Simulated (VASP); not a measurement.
# 2H-WS2 monolayer and its bilayer, part 9 of 9

Aim: relax 2H-WS2 monolayer, place its levels against the vacuum, then find how two sheets stack and bind.

VASP 6.6.1, plane waves and PAW; the level of theory is named at each step.

So far. Step 12 (A rigid stacking): Energy at zero smearing: -139.40083 eV. Step 13 (Relaxing the bilayer): The run ended after 18 ionic steps, 0.001 eV below its first step, once the forces on the free atoms met EDIFFG = -0.004.

## (14) Levels and bands of the bilayer

Level of this step: r2SCAN with rVV10, no spin polarisation; plane waves and PAW (W, S) (VASP).

The same static run as for one sheet shows what the neighbour does to the levels.

Contents of INCAR:

```
SYSTEM = WS2
PREC = Normal
ENCUT = 350
EDIFF = 1E-06
NELM = 120
ISMEAR = 0
SIGMA = 0.03
LREAL = .FALSE.
ALGO = Normal
METAGGA = R2SCAN
LUSE_VDW = .TRUE.
IVDW_NL = 2
BPARAM = 11.95
CPARAM = 0.0093
LASPH = .TRUE.
NBANDS = 24
LORBIT = 11
LWAVE = .FALSE.
LCHARG = .FALSE.
KPAR = 4
IDIPOL = 3
LDIPOL = .TRUE.
DIPOL = 0.5 0.5 0.5
LVHAR = .TRUE.
LVACPOTAV = .TRUE.
NEDOS = 1500
```

Contents of POSCAR:

```
WS2
1.0
    3.1653557394      0.0000000000      0.0000000000
   -1.5826778697      2.7412784823      0.0000000000
    0.0000000000      0.0000000000     26.3466113248
W S
2 4
Direct
    0.3333333300      0.6666666700      0.3810263807
    0.6666666700      0.3333333300      0.6189736193
    0.6666666700      0.3333333300      0.3217264245
    0.6666666700      0.3333333300      0.4403505423
    0.3333333300      0.6666666700      0.5596494577
    0.3333333300      0.6666666700      0.6782735755
```

Contents of KPOINTS:

```
Automatic mesh
0
Gamma
12 12 1
0 0 0
```

Contents of KPOINTS_OPT:

```
Line mode
14
Line-mode
Reciprocal
  0.00000000   0.00000000   0.00000000 GAMMA
  0.50000000   0.00000000   0.00000000 M

  0.50000000   0.00000000   0.00000000 M
  0.33333333   0.33333333   0.00000000 K

  0.33333333   0.33333333   0.00000000 K
  0.00000000   0.00000000   0.00000000 GAMMA
```

PAW data sets: W and S (PBE family, release 64).

Command:

```sh
> mpirun -np 4 vasp_std
```

Output:

```text
[... set-up lines as in an earlier step ...]
 entering main loop
       N       E                     dE             d eps       ncg     rms          rms(c)
Total rVV10 correction in eV:      0.8558250    47.2063721
Total rVV10 correction in eV:      0.8558250    47.2063721
Total rVV10 correction in eV:      0.8558250    47.2063721
Total rVV10 correction in eV:      0.8558250    47.2063721
DAV:   1     0.121876676089E+03    0.12188E+03   -0.11714E+04   912   0.891E+02
DAV:   2    -0.123404808462E+03   -0.24528E+03   -0.23937E+03  1368   0.225E+02
DAV:   3    -0.145653287239E+03   -0.22248E+02   -0.22097E+02  1184   0.766E+01
DAV:   4    -0.146198801855E+03   -0.54551E+00   -0.54363E+00  1336   0.135E+01
DAV:   5    -0.146213244673E+03   -0.14443E-01   -0.14435E-01  1184   0.208E+00    0.379E+01
Total rVV10 correction in eV:      0.8605735    47.2070730
Total rVV10 correction in eV:      0.8605735    47.2070730
Total rVV10 correction in eV:      0.8605735    47.2070730
Total rVV10 correction in eV:      0.8605735    47.2070730
DAV:   6    -0.139640633196E+03    0.65726E+01   -0.11350E+01  1272   0.175E+01    0.197E+01
Total rVV10 correction in eV:      0.8545979    47.2080796
Total rVV10 correction in eV:      0.8545979    47.2080796
Total rVV10 correction in eV:      0.8545979    47.2080796
Total rVV10 correction in eV:      0.8545979    47.2080796
DAV:   7    -0.139532336330E+03    0.10830E+00   -0.34787E+00  1224   0.115E+01    0.972E+00
Total rVV10 correction in eV:      0.8606629    47.2078276
Total rVV10 correction in eV:      0.8606629    47.2078276
Total rVV10 correction in eV:      0.8606629    47.2078276
Total rVV10 correction in eV:      0.8606629    47.2078276
DAV:   8    -0.139420195889E+03    0.11214E+00   -0.49759E-01  1304   0.444E+00    0.118E+00
Total rVV10 correction in eV:      0.8645954    47.2074738
Total rVV10 correction in eV:      0.8645954    47.2074738
Total rVV10 correction in eV:      0.8645954    47.2074738
Total rVV10 correction in eV:      0.8645954    47.2074738
DAV:   9    -0.139417632127E+03    0.25638E-02   -0.68936E-02  1184   0.152E+00    0.651E-01
Total rVV10 correction in eV:      0.8671156    47.2073268
Total rVV10 correction in eV:      0.8671156    47.2073268
Total rVV10 correction in eV:      0.8671156    47.2073268
Total rVV10 correction in eV:      0.8671156    47.2073268
DAV:  10    -0.139418735019E+03   -0.11029E-02   -0.13851E-02  1192   0.709E-01    0.628E-01
Total rVV10 correction in eV:      0.8677648    47.2071755
Total rVV10 correction in eV:      0.8677648    47.2071755
Total rVV10 correction in eV:      0.8677648    47.2071755
Total rVV10 correction in eV:      0.8677648    47.2071755
DAV:  11    -0.139419187305E+03   -0.45229E-03   -0.93108E-04  1152   0.203E-01    0.388E-01
Total rVV10 correction in eV:      0.8691495    47.2069821
Total rVV10 correction in eV:      0.8691495    47.2069821
Total rVV10 correction in eV:      0.8691495    47.2069821
Total rVV10 correction in eV:      0.8691495    47.2069821
DAV:  12    -0.139419835540E+03   -0.64823E-03   -0.57486E-04  1152   0.142E-01    0.140E-01
Total rVV10 correction in eV:      0.8697004    47.2068596
Total rVV10 correction in eV:      0.8697004    47.2068596
Total rVV10 correction in eV:      0.8697004    47.2068596
Total rVV10 correction in eV:      0.8697004    47.2068596
DAV:  13    -0.139420116597E+03   -0.28106E-03   -0.90975E-05  1192   0.568E-02    0.546E-02
Total rVV10 correction in eV:      0.8704955    47.2066034
Total rVV10 correction in eV:      0.8704955    47.2066034
Total rVV10 correction in eV:      0.8704955    47.2066034
Total rVV10 correction in eV:      0.8704955    47.2066034
DAV:  14    -0.139420599654E+03   -0.48306E-03   -0.12253E-04  1120   0.584E-02    0.125E-02
Total rVV10 correction in eV:      0.8707045    47.2065130
Total rVV10 correction in eV:      0.8707045    47.2065130
Total rVV10 correction in eV:      0.8707045    47.2065130
Total rVV10 correction in eV:      0.8707045    47.2065130
DAV:  15    -0.139420759411E+03   -0.15976E-03   -0.15026E-05  1160   0.197E-02    0.165E-02
Total rVV10 correction in eV:      0.8708828    47.2063866
Total rVV10 correction in eV:      0.8708828    47.2063866
Total rVV10 correction in eV:      0.8708828    47.2063866
Total rVV10 correction in eV:      0.8708828    47.2063866
DAV:  16    -0.139420981004E+03   -0.22159E-03   -0.28360E-05  1096   0.219E-02    0.587E-03
Total rVV10 correction in eV:      0.8709685    47.2063384
Total rVV10 correction in eV:      0.8709685    47.2063384
Total rVV10 correction in eV:      0.8709685    47.2063384
Total rVV10 correction in eV:      0.8709685    47.2063384
DAV:  17    -0.139421100480E+03   -0.11948E-03   -0.34483E-05  1056   0.206E-02    0.568E-03
Total rVV10 correction in eV:      0.8709746    47.2063393
Total rVV10 correction in eV:      0.8709746    47.2063393
Total rVV10 correction in eV:      0.8709746    47.2063393
Total rVV10 correction in eV:      0.8709746    47.2063393
DAV:  18    -0.139421114346E+03   -0.13866E-04   -0.36497E-06   984   0.100E-02    0.448E-03
Total rVV10 correction in eV:      0.8709469    47.2063468
Total rVV10 correction in eV:      0.8709469    47.2063468
Total rVV10 correction in eV:      0.8709469    47.2063468
Total rVV10 correction in eV:      0.8709469    47.2063468
DAV:  19    -0.139421133378E+03   -0.19032E-04   -0.21360E-06   808   0.859E-03    0.118E-03
Total rVV10 correction in eV:      0.8709242    47.2063665
Total rVV10 correction in eV:      0.8709242    47.2063665
Total rVV10 correction in eV:      0.8709242    47.2063665
Total rVV10 correction in eV:      0.8709242    47.2063665
DAV:  20    -0.139421142570E+03   -0.91922E-05   -0.13976E-06   872   0.838E-03    0.221E-03
Total rVV10 correction in eV:      0.8709153    47.2063773
Total rVV10 correction in eV:      0.8709153    47.2063773
Total rVV10 correction in eV:      0.8709153    47.2063773
Total rVV10 correction in eV:      0.8709153    47.2063773
DAV:  21    -0.139421147756E+03   -0.51851E-05   -0.15257E-06   832   0.962E-03    0.132E-03
Total rVV10 correction in eV:      0.8709144    47.2063777
Total rVV10 correction in eV:      0.8709144    47.2063777
Total rVV10 correction in eV:      0.8709144    47.2063777
Total rVV10 correction in eV:      0.8709144    47.2063777
DAV:  22    -0.139421149373E+03   -0.16178E-05   -0.40043E-07   752   0.634E-03    0.100E-03
Total rVV10 correction in eV:      0.8709145    47.2063749
Total rVV10 correction in eV:      0.8709145    47.2063749
Total rVV10 correction in eV:      0.8709145    47.2063749
Total rVV10 correction in eV:      0.8709145    47.2063749
DAV:  23    -0.139421150769E+03   -0.13954E-05   -0.15409E-07   640   0.382E-03    0.537E-04
Total rVV10 correction in eV:      0.8709138    47.2063737
Total rVV10 correction in eV:      0.8709138    47.2063737
Total rVV10 correction in eV:      0.8709138    47.2063737
Total rVV10 correction in eV:      0.8709138    47.2063737
DAV:  24    -0.139421150976E+03   -0.20769E-06   -0.21840E-07   664   0.468E-03
 [... a notice as in an earlier step ...]

Total rVV10 correction in eV:      0.8709145    47.2063728
Total rVV10 correction in eV:      0.8709145    47.2063728
Total rVV10 correction in eV:      0.8709145    47.2063728
Total rVV10 correction in eV:      0.8709145    47.2063728
Total rVV10 correction in eV:      0.8709139    47.2063735
Total rVV10 correction in eV:      0.8709139    47.2063735
Total rVV10 correction in eV:      0.8709139    47.2063735
Total rVV10 correction in eV:      0.8709139    47.2063735
   1 F= -.13942115E+03 E0= -.13942115E+03  d E =-.933909E-12
 Start KPOINTS_OPT (optional k-point list driver)
k-point batch [1-19\42]
       N       E                     dE             ncg
DAV:   1     0.785481204273E+03   -0.11815E+05      912
DAV:   2    -0.379939324055E+04   -0.45849E+04     1376
DAV:   3    -0.421408620025E+04   -0.41469E+03     1192
DAV:   4    -0.422422002697E+04   -0.10134E+02     1336
DAV:   5    -0.422445401561E+04   -0.23399E+00     1224
DAV:   6    -0.422446225104E+04   -0.82354E-02     1376
DAV:   7    -0.422446258344E+04   -0.33240E-03     1272
DAV:   8    -0.422446259695E+04   -0.13509E-04     1088
DAV:   9    -0.422446259762E+04   -0.66987E-06      856
[...]
k-point batch [39-42\42]
       N       E                     dE             ncg
DAV:   1     0.143634695313E+05    0.12720E+02      192
DAV:   2     0.134243764353E+05   -0.93909E+03      296
DAV:   3     0.133246681004E+05   -0.99708E+02      264
DAV:   4     0.133211577267E+05   -0.35104E+01      296
DAV:   5     0.133210718545E+05   -0.85872E-01      280
DAV:   6     0.133210686680E+05   -0.31865E-02      304
DAV:   7     0.133210685403E+05   -0.12768E-03      288
DAV:   8     0.133210685360E+05   -0.43092E-05      256
DAV:   9     0.133210685358E+05   -0.18136E-06      192
```

Wall time 2.8 min (4 MPI ranks of Intel Xeon Platinum 8488C (Sapphire Rapids), shared host); peak memory 1.2 GiB.

From OUTCAR (step 14):

```text
   NELECT =      36.0000    total number of electrons

 E-fermi :  -0.0638

 k-point     1 :       0.0000    0.0000    0.0000
  band No.  band energies     occupation
    ...
     14      -2.3163      2.00000
     15      -2.2953      2.00000
     16      -2.2953      2.00000
     17      -0.8234      2.00000
     18      -0.1933      2.00000
     19       2.5377      0.00000
     20       2.5378      0.00000
     21       2.5476      0.00000
     22       2.5476      0.00000
     23       2.6608      0.00000
    ...

  Total       -0.0318865     -0.0318865     -0.1545278     -0.0000000     -0.0000000      0.0000000
  in kB       -0.2234688     -0.2234688     -1.0829709     -0.0000000     -0.0000000      0.0000000
  external PRESSURE =      -0.5099695 kB  Pullay stress =       0.0000000 kB

 POSITION                                       TOTAL-FORCE (eV/Angst)
 -----------------------------------------------------------------------------------
     -0.00000      1.82752     10.03875         0.000000      0.000000     -0.001718
      1.58268      0.91376     16.30786        -0.000000     -0.000000      0.001718
      1.58268      0.91376      8.47640        -0.000000     -0.000000      0.000024
      1.58268      0.91376     11.60174         0.000000      0.000000      0.001175
     -0.00000      1.82752     14.74487        -0.000000     -0.000000     -0.001175
     -0.00000      1.82752     17.87021        -0.000000      0.000000     -0.000024
 -----------------------------------------------------------------------------------
    total drift:                               -0.000000      0.000000      0.000000

  FREE ENERGIE OF THE ION-ELECTRON SYSTEM (eV)
  ---------------------------------------------------
  free  energy   TOTEN  =      -139.4211509764 eV

  energy  without entropy=     -139.4211509764  energy(sigma->0) =     -139.42115098

 vacuum level on the upper side and lower side of the slab         5.353         5.353

[... 8 parts as in an earlier step ...]

[... 10 further parts left out ...]
```

This step gave:

* electronic cycles: 24
* Fermi energy: -0.0638 eV
* least gap on mesh and path: 1.597 eV
* least direct gap on mesh and path: 1.957 eV
* vacuum levels: 5.353, 5.353 eV
* ionisation potentials of the upper and lower face: 5.546, 5.546 eV
* electron affinities of the upper and lower face: 3.949, 3.949 eV

The electronic bands at the labelled points (eV, zero at the valence-band top; v1 is the highest filled band, c1 the lowest empty one):

| point | v4 | v3 | v2 | v1 | c1 | c2 | c3 | c4 |
| --- | --- | --- | --- | --- | --- | --- | --- | --- |
| Γ | -2.10 | -2.10 | -0.63 | 0.00 | 2.73 | 2.73 | 2.74 | 2.75 |
| 0.46 of the way | -2.24 | -1.87 | -1.19 | -1.13 | 1.94 | 2.33 | 2.34 | 2.43 |
| M | -1.78 | -1.70 | -1.42 | -1.34 | 2.64 | 2.66 | 3.05 | 3.17 |
| 0.46 of the way | -2.76 | -2.59 | -0.95 | -0.84 | 2.35 | 2.40 | 3.26 | 3.38 |
| K | -2.91 | -2.91 | -0.45 | -0.36 | 1.60 | 1.60 | 2.85 | 3.41 |
| 0.54 of the way | -1.88 | -1.70 | -1.25 | -1.25 | 1.64 | 2.02 | 2.46 | 2.65 |
| Γ | -2.10 | -2.10 | -0.63 | 0.00 | 2.73 | 2.74 | 2.74 | 2.75 |

Of the projections kept (W, S), the largest for each band there; the rest of the weight can lie on other orbitals:

| point | v4 | v3 | v2 | v1 | c1 | c2 | c3 | c4 |
| --- | --- | --- | --- | --- | --- | --- | --- | --- |
| Γ | W 0.59 | W 0.59 | W 0.82 | W 0.73 | W 0.55 | W 0.55 | W 0.55 | W 0.55 |
| M | S 0.79 | S 0.79 | W 0.74 | W 0.76 | W 0.98 | W 0.97 | W 0.92 | W 0.92 |
| K | S 0.64 | S 0.64 | W 0.84 | W 0.82 | W 0.95 | W 0.95 | W 0.80 | W 0.77 |
| Γ | W 0.59 | W 0.59 | W 0.82 | W 0.73 | W 0.55 | W 0.55 | W 0.55 | W 0.54 |

Zero at the Fermi level. Planar average of the electrostatic potential against height:

height (Å), planar average of the electrostatic potential (eV) and a bar from the least value:
```
      0.0        5.4 ##############################
      0.5        5.4 ##############################
      1.0        5.4 ##############################
      1.5        5.4 ##############################
      2.0        5.4 ##############################
      2.5        5.4 ##############################
      3.0        5.4 ##############################
      3.5        5.4 ##############################
      4.0        5.4 ##############################
      4.5        5.4 ##############################
      5.0        5.4 ##############################
      5.5        5.4 ##############################
      6.0        5.4 ##############################
      6.5        5.3 ##############################
      7.0        4.9 #############################
      7.5        3.1 ##########################
      8.0       -6.3 #############
      8.5      -14.8 
      9.0       -8.7 #########
      9.5       -7.4 ###########
     10.0      -10.1 #######
     10.5       -8.0 ##########
     11.0       -7.6 ###########
     11.5      -14.7 
     12.0       -8.5 #########
     12.5        2.4 ##########################
     13.0        4.7 #############################
     13.5        4.3 ############################
     14.0        0.4 #######################
     14.5      -12.0 ####
     15.0      -13.1 ##
     15.5       -6.3 #############
     16.0       -9.1 ########
     16.5       -9.7 ########
     17.0       -6.4 ############
     17.5      -11.4 #####
     18.0      -13.9 #
     18.5       -2.1 ###################
     19.0        3.9 ############################
     19.5        5.1 ##############################
     20.0        5.4 ##############################
     20.5        5.4 ##############################
     21.0        5.4 ##############################
     21.5        5.4 ##############################
     22.0        5.4 ##############################
     22.5        5.4 ##############################
     23.0        5.4 ##############################
     23.5        5.4 ##############################
     24.0        5.4 ##############################
     24.5        5.4 ##############################
     25.0        5.4 ##############################
     25.5        5.4 ##############################
     26.0        5.4 ##############################
```

Density of states in the PAW spheres, an atom over height of the layer and energy from the Fermi level.

Values in states/eV, 22 rows by 6 columns, each cell a mean:
```
0.00 0.00 0.00 0.00 0.00 0.00
0.00 0.01 0.00 0.00 0.01 0.00
0.01 0.15 0.04 0.04 0.15 0.01
0.07 0.58 0.07 0.07 0.58 0.07
0.17 1.14 0.18 0.18 1.14 0.17
0.26 1.19 0.24 0.24 1.19 0.26
0.36 0.33 0.35 0.35 0.33 0.36
0.56 0.49 0.54 0.54 0.49 0.56
0.82 1.05 0.83 0.83 1.05 0.82
0.31 0.65 0.32 0.32 0.65 0.31
0.35 0.72 0.35 0.35 0.72 0.35
0.45 0.92 0.48 0.48 0.92 0.45
0.56 0.99 0.50 0.50 0.99 0.56
0.29 0.50 0.29 0.29 0.50 0.29
0.56 1.01 0.55 0.55 1.01 0.56
0.39 0.62 0.36 0.36 0.62 0.39
0.22 0.35 0.22 0.22 0.35 0.22
0.36 0.77 0.36 0.36 0.77 0.36
0.36 0.80 0.38 0.38 0.80 0.36
0.20 0.42 0.22 0.22 0.42 0.20
0.05 0.11 0.06 0.06 0.11 0.05
0.00 0.00 0.00 0.00 0.00 0.00
```
Columns: height of the layer (Å) from 8.5 to 17.9 (not evenly spaced); rows upwards: energy from the Fermi level (eV) from -7.9 to 0.5.

The map of layer states is cut here 0.5 eV above the Fermi level, so it leaves out the states above that.

The vacuum level lies 5.55 eV above the highest filled level at the upper face; both faces agree, as the slab has next to no dipole.

The program found no field-free point at its default tolerance, but its printed level agrees with the flat part of the planar average.

## (15) Derived quantities

This step: monolayer and bilayer, r2SCAN + rVV10; plane waves and PAW (VASP 6.6.1).

This step runs nothing: it gathers the runs above.

Numbers from this step:

```yaml
polarisability_per_area_of_the_slab_or_monolayer: 0.4017 Å
gap_with_spin_orbit: 1.727 eV
binding_energy: -21.90 meV/Å²
interlayer_gap: 3.143 Å
bilayer_gap: 1.597 eV
bilayer_level_below_vacuum: 5.546 eV
lattice_a: 3.165 Å
lattice_b: 3.165 Å
thickness: 3.123 Å
monolayer_gap: 1.991 eV
ionisation_potential_at_the_upper_face: 5.937 eV
```

VASP counts both for electrons: a positive EFIELD is a field along -c, and a positive dipole, in electrons times A, points along -c. Field, by row:

| EFIELD (eV/Å) | dipole along z of the monolayer (e Å) | energy change of the monolayer (eV) |
| --- | --- | --- |
| -0.1 | -0.02422 | -0.001212 |
| 0 | 0 | 0 |
| 0.1 | 0.0242 | -0.001213 |

Rigid sheets, 3.1 Å apart. Stackings, by row:

| stacking | energy above the lowest (meV/Å²) |
| --- | --- |
| turned by 180 degrees, shift 0.00 0.00 | 0 |
| same orientation, shift 0.33 0.67 | 0.423 |
| turned by 180 degrees, shift 0.67 0.33 | 2.28 |
| turned by 180 degrees, shift 0.33 0.67 | 19.99 |
| same orientation, shift 0.00 0.00 | 21.71 |

The polarisability is the slope of the dipole against the field, as a volume for each unit of area.

## (16) What came out

| Quantity | Value |
| --- | --- |
| lattice a | 3.17 Å |
| monolayer gap | 1.99 eV |
| gap with spin orbit | 1.73 eV |
| binding energy | -21.9 meV/Å² |
| interlayer gap | 3.14 Å |
| bilayer gap | 1.60 eV |
| polarisability per area of the slab or monolayer | 0.402 Å |

What this shows: The monolayer relaxes to a = 3.165 Å and has a gap of 1.99 eV (1.73 eV with spin-orbit coupling). The ionisation potential is 5.94 eV at both faces. Of 5 rigid stackings the lowest has the upper sheet turned by 180 degrees and shifted by (0.00, 0.00) in cell vectors, and the highest lies 21.7 meV/Å² above it. Relaxed, the sheets lie 3.14 Å apart and bind by 21.9 meV/Å². The next stacking lies close, and only the lowest was relaxed, so the order could change. The second sheet narrows the gap, to 1.60 eV. All runs are without spin polarisation. The bilayer keeps the monolayer's lattice, and only high-symmetry stackings were tried. Semilocal gaps are too small. Levels against the vacuum, binding and the bilayer's gap are without spin-orbit coupling.

[Lines on the potential files, build, host, timing and source positions are cut from VASP's logs without a mark.]

[Logs are printed without paths, hosts, clocks, repeated set-up lines and the standing remarks that a program may print on its own settings, such as how far it seeks lower states.]

[Hosts, paths, dates, database ids (printed as entryN), source tags and the programs' standing remarks are cut or masked in the printed files.]

[Runs that stopped without an error message from VASP are left out.]
